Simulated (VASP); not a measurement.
# NiF (F-43m) in VASP: a series of runs

One crystal, NiF, is run at these levels: LDA, PBE; tasks: relaxation of cell and atoms.

Everything below comes from runs of VASP 6.6.1. Logs are shortened: lines on timing, memory, paths and dates and some standing lists are left out, and cuts for length are marked.

## (1) The crystal as given

It takes space group F-43m (No. 216, cubic). The conventional cell has a = 4.670 Å, b = 4.670 Å, c = 4.670 Å, α = 90.00°, β = 90.00°, γ = 90.00°. Ni (site symmetry -43m) has 4 F at 2.02 Å as nearest neighbours. F (site symmetry -43m) has 4 Ni at 2.02 Å as nearest neighbours.

The cell was built by a generator and needn't be a form met in nature.

## (2) Relaxation of cell and atoms, LDA, collinear spin, ferromagnetic start, target pressure 30 GPa, at which the enthalpy is minimised

INCAR reads:

```
SYSTEM = NiF
ALGO     = Fast           ! electronic algorithm
EDIFF    = 1E-6           ! SCF threshold, eV
EDIFFG   = -0.01          ! ionic threshold
ENCUT    = 600            ! plane-wave cutoff, eV
GGA      = CA             ! functional
IBRION   = 2              ! ionic algorithm
ISIF     = 3              ! what is computed and relaxed
ISMEAR   = -1             ! smearing method
ISPIN    = 2              ! spin polarisation
LASPH    = .True.         ! aspherical terms in the spheres
LCHARG   = .False.        ! write CHGCAR
LMAXMIX  = 4              ! l up to which the mixer works
LORBIT   = 11             ! projections on sites
LREAL    = .False.        ! projectors in reciprocal space
LWAVE    = .False.        ! write WAVECAR
MAGMOM   = 1 0            ! initial moments
NELM     = 100            ! most SCF steps
NSW      = 40             ! ionic steps
PREC     = Accurate       ! precision mode
PSTRESS  = 300          
SIGMA    = 0.05           ! smearing width, eV
```

KPOINTS reads:

```
k-points
0
Gamma
  7 7 7
  0 0 0
```

POSCAR reads:

```
NiF
1.0
    0.0000000000      2.3348415800      2.3348415800
    2.3348415800      0.0000000000      2.3348415800
    2.3348415800      2.3348415800      0.0000000000
Ni F
1 1
Direct
    0.0000000000      0.0000000000      0.0000000000
    0.7500000000      0.7500000000      0.7500000000
```

Potentials or basis: VASP PAW LDA potentials, release 64 (Ni, F).

Launch:

```console
cat potpaw_LDA.64/Ni/POTCAR potpaw_LDA.64/F/POTCAR > POTCAR
mpirun -np 1 vasp_std > vasp.out
```

OUTCAR:

```text
SYSTEM = NiF
   EDIFF = 1E-6
   EDIFFG = -0.01
   ENCUT = 600
   GGA = CA
   IBRION = 2
   ISIF = 3
   ISMEAR = -1
   ISPIN = 2
   LASPH = .True.
   LORBIT = 11
   LREAL = .False.
   NELM = 100
   NSW = 40
   PREC = Accurate
   PSTRESS = 300

 ion  position               nearest neighbor table
   1  0.000  0.000  0.000-   2 2.02   2 2.02   2 2.02   2 2.02
   2  0.750  0.750  0.750-   1 2.02   1 2.02   1 2.02   1 2.02

  LATTYP: Found a face centered cubic cell.
 ALAT       =     4.6696831600

  Lattice vectors:

 A1 = (   0.0000000000,   2.3348415800,   2.3348415800)
 A2 = (   2.3348415800,   0.0000000000,   2.3348415800)
 A3 = (   2.3348415800,   2.3348415800,   0.0000000000)

Analysis of symmetry for initial positions (statically):
=====================================================================
 Subroutine PRICEL returns:
 Original cell was already a primitive cell.

 Routine SETGRP: Setting up the symmetry group for a
 face centered cubic supercell.

 Subroutine GETGRP returns: Found 24 space group operations
 (whereof 24 operations were pure point group operations)
 out of a pool of 48 trial point group operations.

The static configuration has the point symmetry T_d .

Analysis of symmetry for dynamics (positions and initial velocities):
=====================================================================
 Subroutine PRICEL returns:
 Original cell was already a primitive cell.

 Routine SETGRP: Setting up the symmetry group for a
 face centered cubic supercell.

 Subroutine GETGRP returns: Found 24 space group operations
 (whereof 24 operations were pure point group operations)
 out of a pool of 48 trial point group operations.

The dynamic configuration has the point symmetry T_d .

Analysis of structural, dynamic, and magnetic symmetry:
=====================================================================
 Subroutine PRICEL returns:
 Original cell was already a primitive cell.

 Routine SETGRP: Setting up the symmetry group for a
 face centered cubic supercell.

 Subroutine GETGRP returns: Found 24 space group operations
 (whereof 24 operations were pure point group operations)
 out of a pool of 48 trial point group operations.

The overall configuration has the point symmetry T_d .

 Subroutine INISYM returns: Found 24 space group operations
 (whereof 24 operations are pure point group operations),
 and found     1 'primitive' translations

----------------------------------------------------------------------------------------

                                     Primitive cell

  volume of cell :      25.4567

  direct lattice vectors                    reciprocal lattice vectors
     0.000000000  2.334841580  2.334841580    -0.214147291  0.214147291  0.214147291
     2.334841580  0.000000000  2.334841580     0.214147291 -0.214147291  0.214147291
     2.334841580  2.334841580  0.000000000     0.214147291  0.214147291 -0.214147291

  length of vectors
     3.301964628  3.301964628  3.301964628     0.370913989  0.370913989  0.370913989

  position of ions in fractional coordinates (direct lattice)
     0.000000000  0.000000000  0.000000000
     0.750000000  0.750000000  0.750000000

  ion indices of the primitive-cell ions
   primitive index   ion index
                 1           1
                 2           2

----------------------------------------------------------------------------------------

 KPOINTS: k-points

Automatic generation of k-mesh.
 Grid dimensions read from file:
 generate k-points for:    7    7    7

 Generating k-lattice:

  Cartesian coordinates                     Fractional coordinates (reciprocal lattice)
    -0.030592470  0.030592470  0.030592470     0.142857143  0.000000000  0.000000000
     0.030592470 -0.030592470  0.030592470     0.000000000  0.142857143  0.000000000
     0.030592470  0.030592470 -0.030592470     0.000000000  0.000000000  0.142857143

  Length of vectors
     0.052987713  0.052987713  0.052987713

  Shift w.r.t. Gamma in fractional coordinates (k-lattice)
     0.000000000  0.000000000  0.000000000

 Subroutine IBZKPT returns following result:
 ===========================================

 Found     20 irreducible k-points:

 Following reciprocal coordinates:
            Coordinates               Weight
  0.000000  0.000000  0.000000      1.000000
  0.142857  0.000000  0.000000      8.000000
  0.285714  0.000000  0.000000      8.000000
  0.428571  0.000000  0.000000      8.000000
  0.142857  0.142857  0.000000      6.000000
  0.285714  0.142857  0.000000     24.000000
[... 12 lines left out ...]
 -0.428571  0.428571  0.142857     24.000000
 -0.285714  0.428571  0.142857     24.000000
   k-points           NKPTS =     20   k-points in BZ     NKDIM =     20   number of bands    NBANDS=     13
   number of dos      NEDOS =    301   number of ions     NIONS =      2
   total plane-waves  NPLWV =  21952
   dimension x,y,z NGX =    28 NGY =   28 NGZ =   28
   dimension x,y,z NGXF=    56 NGYF=   56 NGZF=   56
   ions per type =               1   1
   NGX,Y,Z   is equivalent  to a cutoff of  14.10, 14.10, 14.10 a.u.
   NGXF,Y,Z  is equivalent  to a cutoff of  28.19, 28.19, 28.19 a.u.
 SYSTEM =  NiF
   PREC   = accura    normal or accurate (medium, high low for compatibility)
   ISTART =      0    job   : 0-new  1-cont  2-samecut
   ICHARG =      2    charge: 1-file 2-atom 10-const
   ISPIN  =      2    spin polarized calculation?
   LNONCOLLINEAR =      F non collinear calculations
   LSORBIT =      F    spin-orbit coupling
   LASPH  =      T    aspherical Exc in radial PAW
   ENCUT  =  600.0 eV  44.10 Ry    6.64 a.u.   6.59  6.59  6.59*2*pi/ulx,y,z
   NELM   =    100;   NELMIN=  2; NELMDL= -5     # of ELM steps
   EDIFF  = 0.1E-05   stopping-criterion for ELM
   LREAL  =      F    real-space projection
   EDIFFG = -.1E-01   stopping-criterion for IOM
   NSW    =     40    number of steps for IOM
   IBRION =      2    ionic relax: 0-MD 1-quasi-New 2-CG
   NFREE  =      1    steps in history (QN), initial steepest desc. (CG)
   ISIF   =      3    stress and relaxation
   ISYM   =      2    0-nonsym 1-usesym 2-fastsym
   POTIM  = 0.5000    time-step for ionic-motion
   TEBEG  =    0.0;   TEEND  =   0.0 temperature during run
   PSTRESS=  300.0 pullay stress
   NELECT =      17.0000    total number of electrons
   NUPDOWN=      -1.0000    fix difference up-down
   EMIN   =  10.00;   EMAX   =-10.00  energy-range for DOS
   EFERMI =   0.00;   METHOD = LEGACY
   ISMEAR =    -1;   SIGMA  =   0.05  broadening in eV -4-tet -1-fermi 0-gaus
   EFERMI_NEDOS =   21; number of points for ismear=-14 and -15
   IALGO  =     68    algorithm
   IMIX   =      4    mixing-type and parameters
     AMIX     =   0.40;   BMIX     =  1.00
     AMIX_MAG =   1.60;   BMIX_MAG =  1.00
  volume/ion in A,a.u.               =      12.73        85.90
  Fermi-wavevector in a.u.,A,eV,Ry     =   1.430948  2.704099 27.859438  2.047611
  Thomas-Fermi vector in A             =   2.550737
   LORBIT       =     11    0 simple, 1 ext, 2 COOP (PROOUT), +10 PAW based schemes
   GGA     = CA    functional components
   LHFCALC =     F    Hartree Fock is set to
   AEXX    =    0.0000 exact exchange contribution
   IVDW    =     0    specifies the selected vdW correction
   LEPSILON=     F    determine dielectric tensor
   LRPA    =     F    only Hartree local field effects (RPA)
 conjugate gradient relaxation of ions
 spin polarized calculation
 RMM-DIIS sequential band-by-band and
  energy-cutoff  :      600.00
  volume of cell :       25.46
 maximum number of plane-waves:       869
   NGX = 13   NGY = 13   NGZ = 13

--------------------------------------- Ionic step        1  -------------------------------------------

 number of electron      17.0000004 magnetization       1.1522485

 Free energy of the ion-electron system (eV)
  ---------------------------------------------------
  ext. energy  EPLUGINS =         0.00000000
  ---------------------------------------------------
  free energy    TOTEN  =        -9.61292178 eV

  energy without entropy =       -9.57751658  energy(sigma->0) =       -9.59521918

 E-fermi :   4.5107     XC(G=0): -11.0473

 val. band max:        4.5069197183   @ k =  -0.4286   0.2857   0.0000
 cond. band min:       4.5301032720   @ k =  -0.4286   0.4286   0.1429
 fundamental gap:      0.0231835537
 Fermi energy:         4.5106828656

 spin component 1

 k-point     1 :       0.0000    0.0000    0.0000
  band No.  band energies     occupation
      1     -21.0041      1.00000
      2      -3.0606      1.00000
      3      -3.0606      1.00000
      4      -3.0606      1.00000
      5       2.3741      1.00000
      6       2.9329      1.00000
      7       2.9329      1.00000
      8       3.8242      1.00000
      9       3.8242      1.00000
     10       3.8242      1.00000
     11      17.2460      0.00000
     12      17.2460      0.00000
     13      17.2460      0.00000
[... 660 lines left out ...]
  enthalpy is  TOTEN    =        -4.8462755051 eV   P V=        4.7666462712

--------------------------------------- Ionic step        2  -------------------------------------------

 number of electron      17.0000003 magnetization       1.0842891

 E-fermi :  10.0313     XC(G=0): -13.4521

 val. band max:       10.0291876811   @ k =   0.4286   0.1429   0.0000
 cond. band min:      10.0832337922   @ k =  -0.2857   0.4286   0.1429
 fundamental gap:      0.0540461111
 Fermi energy:        10.0312577600

 spin component 1

 k-point     1 :       0.0000    0.0000    0.0000
  band No.  band energies     occupation
      1     -18.9767      1.00000
      2      -0.7940      1.00000
      3      -0.7940      1.00000
      4      -0.7940      1.00000
      5       7.6049      1.00000
      6       7.6049      1.00000
      7       7.7304      1.00000
      8       9.8804      0.95338
      9       9.8804      0.95338
     10       9.8804      0.95338
     11      25.9225      0.00000
     12      25.9225      0.00000
     13      25.9228      0.00000
[... 812 lines left out ...]
  enthalpy is  TOTEN    =        -5.5242602825 eV   P V=        3.8005056195

--------------------------------------- Ionic step        7  -------------------------------------------

 number of electron      17.0000002 magnetization       1.0911219

 Free energy of the ion-electron system (eV)
  ---------------------------------------------------
  ext. energy  EPLUGINS =         0.00000000
  ---------------------------------------------------
  free energy    TOTEN  =        -9.31148779 eV

  energy without entropy =       -9.28427460  energy(sigma->0) =       -9.29788119

 E-fermi :   7.2351     XC(G=0): -12.3089

 val. band max:        7.2300956225   @ k =  -0.4286   0.4286   0.1429
 cond. band min:       7.2532376851   @ k =   0.4286   0.1429   0.0000
 fundamental gap:      0.0231420626
 Fermi energy:         7.2351014659

 spin component 1

 k-point     1 :       0.0000    0.0000    0.0000
  band No.  band energies     occupation
      1     -20.0331      1.00000
      2      -1.9744      1.00000
      3      -1.9744      1.00000
      4      -1.9744      1.00000
      5       4.9583      1.00000
      6       5.2878      1.00000
      7       5.2878      1.00000
      8       6.8091      0.99980
      9       6.8091      0.99980
     10       6.8091      0.99980
     11      21.6114      0.00000
     12      21.6114      0.00000
     13      21.6114      0.00000
[... 654 lines left out ...]
  FREE ENERGIE OF THE ION-ELECTRON SYSTEM (eV)
  ---------------------------------------------------
  free  energy   TOTEN  =        -9.3114877879 eV

  energy  without entropy=       -9.2842745967  energy(sigma->0) =       -9.29788119

  enthalpy is  TOTEN    =        -5.5244431490 eV   P V=        3.7870446389

 reached required accuracy - stopping structural energy minimisation

 total charge

# of ion       s       p       d       tot
------------------------------------------
    1        0.327   0.462   8.550   9.339
    2        1.734   4.372   0.000   6.106
--------------------------------------------------
tot          2.061   4.835   8.550  15.445

 magnetization (x)

# of ion       s       p       d       tot
------------------------------------------
    1       -0.004   0.003   1.020   1.019
    2        0.000   0.095   0.000   0.096
--------------------------------------------------
tot         -0.004   0.098   1.020   1.114
```

Wall time 45 s (1 thread of Intel Xeon 6975P-C (Granite Rapids), shared host); peak memory 0.16 GiB.

Results:

```
Free energy                                            : -9.3115 eV
Relaxed volume                                         : 10.11 Å³/atom
Relaxed cell                                           : a = 3.058 Å, b = 3.058 Å, c = 3.058 Å, α = 60.00°, β = 60.00°, γ = 60.00°
Space group after relaxing (to 0.05 Å)                 : F-43m (No. 216)
Energy change on relaxing (the enthalpy is what falls) : +150.7 meV/atom
Ionic steps                                            : 7
Pressure after relaxing                                : 30.0 GPa
Band gap on the k mesh                                 : none (metal or under the smearing width)
Net moment                                             : 1.09 μB per cell
Site moments                                           : Ni +1.02; F +0.10 μB
Valence electrons inside the program's atomic spheres  : Ni 9.34; F 6.11
```

Step by step:
```tsv
step	energy change (eV)	largest force (eV/Å)	pressure (GPa)	volume (Å³)
1	0.0000	0.0000	-4.37	25.46
2	1.6190	0.0000	99.10	16.66
3	0.2720	0.0000	28.11	20.39
4	0.2952	0.0000	29.69	20.26
5	0.3133	0.0000	30.80	20.16
6	0.2882	0.0000	29.19	20.30
7	0.3014	0.0000	30.04	20.23
```

Final structure:
```
Ni F
1.0
     0.00000    2.16249    2.16249
     2.16249    0.00000    2.16249
     2.16249    2.16249    0.00000
Ni F
1 1
Direct
  0.00000 0.00000 0.00000
  0.75000 0.75000 0.75000
```

Caveat: the cell is relaxed towards a set pressure, so the enthalpy falls and the energy may rise; the volume moved by over 15 % at a fixed basis, so the end points are rough; a cell with one magnetic atom can't hold antiferromagnetic order, which such compounds often take; semilocal functionals often make such compounds metallic where correlation or magnetic order opens a gap, which also shifts bond lengths.

## (3) Relaxation of cell and atoms, PBE, collinear spin, ferromagnetic start

INCAR reads:

```
SYSTEM = NiF
PREC     = Accurate       ! precision mode
ENCUT    = 600            ! plane-wave cutoff, eV
EDIFF    = 1E-7           ! SCF threshold, eV
ISMEAR   = 0              ! smearing method
SIGMA    = 0.05           ! smearing width, eV
LREAL    = .FALSE.        ! projectors in reciprocal space
LASPH    = .TRUE.         ! aspherical terms in the spheres
NELM     = 120            ! most SCF steps
ALGO     = Fast           ! electronic algorithm
ISIF     = 3              ! what is computed and relaxed
LWAVE    = .FALSE.        ! write WAVECAR
LCHARG   = .FALSE.        ! write CHGCAR
ISPIN    = 2              ! spin polarisation
MAGMOM   = 1 0            ! initial moments
LORBIT   = 11             ! projections on sites
LMAXMIX  = 4              ! l up to which the mixer works
GGA      = PE             ! functional
IBRION   = 2              ! ionic algorithm
NSW      = 60             ! ionic steps
EDIFFG   = -0.01          ! ionic threshold
```

KPOINTS reads:

```
regular mesh
0
G
  10 10 10
  0 0 0
```

POSCAR is that of step 2.

Potentials or basis: VASP PAW PBE potentials, release 64 (Ni, F).

Launch:

```console
cat potpaw_PBE.64/Ni/POTCAR potpaw_PBE.64/F/POTCAR > POTCAR
mpirun -np 1 vasp_std > vasp.out
```

Wall time 2.3 min (1 thread of Intel Xeon Platinum 8488C (Sapphire Rapids), shared host); peak memory 0.19 GiB.

The run converged. Its results:

```yaml
Free_energy: -8.1910 eV
Relaxed_volume: 13.82 Å³/atom
Relaxed_cell: a = 3.394 Å, b = 3.394 Å, c = 3.394 Å, α = 60.00°, β = 60.00°, γ = 60.00°
Space_group_after_relaxing_to_0.05_Å: F-43m (No. 216)
Energy_gained_by_relaxing: 22.2 meV/atom
Ionic_steps: 3
Pressure_after_relaxing: 0.0 GPa
Band_gap_on_the_k_mesh: none (metal or under the smearing width)
Net_moment: 1.20 μB per cell
Site_moments: Ni +1.16; F +0.07 μB
Valence_electrons_inside_the_program's_atomic_spheres: Ni 8.86; F 6.05
```

The path:
| step | energy change (eV) | largest force (eV/Å) | pressure (GPa) | volume (Å³) |
| --- | --- | --- | --- | --- |
| 1 | 0.0000 | 0.0000 | 7.04 | 25.46 |
| 2 | -0.0444 | 0.0000 | 0.16 | 27.57 |
| 3 | -0.0444 | 0.0000 | -0.03 | 27.64 |

Final structure:
```yaml
crystal:
  lattice:
    - [0.00000, 2.39968, 2.39968]
    - [2.39968, 0.00000, 2.39968]
    - [2.39968, 2.39968, 0.00000]
  atoms:
    - { symbol: Ni, position: [0.00000, 0.00000, 0.00000] }
    - { symbol: F, position: [0.75000, 0.75000, 0.75000] }
```

Levels at points of the mesh, in eV from the Fermi level:
Spin up:
| k point | band 7 | band 8 | band 9 | band 10 | band 11 | band 12 |
| --- | --- | --- | --- | --- | --- | --- |
| (0.00, 0.00, 0.00) | -1.62 | -1.02 | -1.02 | -1.02 | 12.29 | 12.29 |
| (0.50, 0.00, 0.00) | -1.58 | -1.30 | -1.30 | 3.20 | 4.07 | 11.81 |
| (0.50, 0.50, 0.00) | -1.55 | -1.55 | -1.41 | 3.84 | 5.81 | 9.66 |
Spin down:
| k point | band 4 | band 5 | band 6 | band 7 | band 8 | band 9 | band 10 | band 11 | band 12 | band 13 |
| --- | --- | --- | --- | --- | --- | --- | --- | --- | --- | --- |
| (0.00, 0.00, 0.00) | -6.90 | -2.08 | -0.90 | -0.90 | 0.33 | 0.33 | 0.33 | 12.44 | 12.44 | 12.44 |
| (0.50, 0.00, 0.00) | -6.87 | -0.83 | -0.83 | -0.73 | 0.05 | 0.05 | 3.35 | 4.18 | 11.97 | 11.97 |
| (0.50, 0.50, 0.00) | -6.91 | -1.13 | -0.94 | -0.67 | -0.09 | -0.09 | 3.99 | 6.07 | 9.75 | 10.92 |

Caveat: a cell with one magnetic atom can't hold antiferromagnetic order, which such compounds often take; semilocal functionals often make such compounds metallic where correlation or magnetic order opens a gap, which also shifts bond lengths. With open d or f shells a metallic result of PBE can be an artefact of self-interaction; +U or a hybrid may open a gap.

## (4) For comparison

An earlier run on the cell as given: functional PBE; potentials or basis VASP PAW PBE potentials, release 64 (Ni, F); cutoff 520 eV; k mesh 10 × 10 × 10; occupations fermi-dirac, width 0.05 eV; collinear spin, ferromagnetic start; starting moments [1.0, 0.0] μB.

- Pressure: 7.3 GPa
- Band gap on the k mesh: none (metal or under the smearing width)
- Net moment: 1.16 μB per cell
- Site moments: Ni +1.13; F +0.07 μB
- Valence electrons inside the program's atomic spheres: Ni 8.94; F 6.07

## (5) The runs side by side

```tsv
task	level	potentials or basis	cell	k mesh	cutoff (eV)	smearing	target pressure	gap on the mesh (eV)	pressure (GPa)	moment (μB)
relaxation of cell and atoms	LDA	VASP PAW LDA potentials, release 64 (Ni, F)	relaxed to 30 GPa	7 × 7 × 7	600	fermi-dirac 0.05 eV	30 GPa	none	30.0	1.09
relaxation of cell and atoms	PBE	VASP PAW PBE potentials, release 64 (Ni, F)	relaxed	10 × 10 × 10	600	gaussian 0.05 eV	-	none	0.0	1.20
single point	PBE	VASP PAW PBE potentials, release 64 (Ni, F)	as given	10 × 10 × 10	520	fermi-dirac 0.05 eV	-	none	7.3	1.16
```

Alike in all rows: spin collinear, ferromagnetic start.

Caveats: a cell with one magnetic atom can't hold antiferromagnetic order, which such compounds often take; semilocal functionals often make such compounds metallic where correlation or magnetic order opens a gap, which also shifts bond lengths; the cell is relaxed towards a set pressure, so the enthalpy falls and the energy may rise (some runs); the volume moved by over 15 % at a fixed basis, so the end points are rough (some runs).

Total energies depend on the potentials used, so only differences within one code and one set of settings carry meaning.
